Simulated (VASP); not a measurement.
Consider the following.

```xyz
1
Lattice="-1.5548 1.5548 1.5548 1.5548 -1.5548 1.5548 1.5548 1.5548 -1.5548" Properties=species:S:1:pos:R:3 pbc="T T T"
Pd     0.0000     0.0000     0.0000
```

These are r2SCAN meta-GGA, VASP's PBE PAW potentials (set 64) (plane waves; VASP) values and carry that method's errors. Settings: 400 eV cut-off, 18×18×18 Γ-centred mesh, tetrahedra with Blöchl corrections, potentials Pd.

Task: Predict the energy per atom (σ→0), band gap (over mesh and band path) with the smallest direct gap where there is one.

Result: 
* **band gap (over mesh and band path)**: none (metal, semimetal or under 0.01 eV)
* **energy per atom (σ→0)**: -22906 meV/atom

The absolute energy has meaning only against runs of the same code, potentials and settings.

The structure comes from a computed database's Pd entry (Im-3m); how it stands against other phases isn't given here. It was relaxed first.
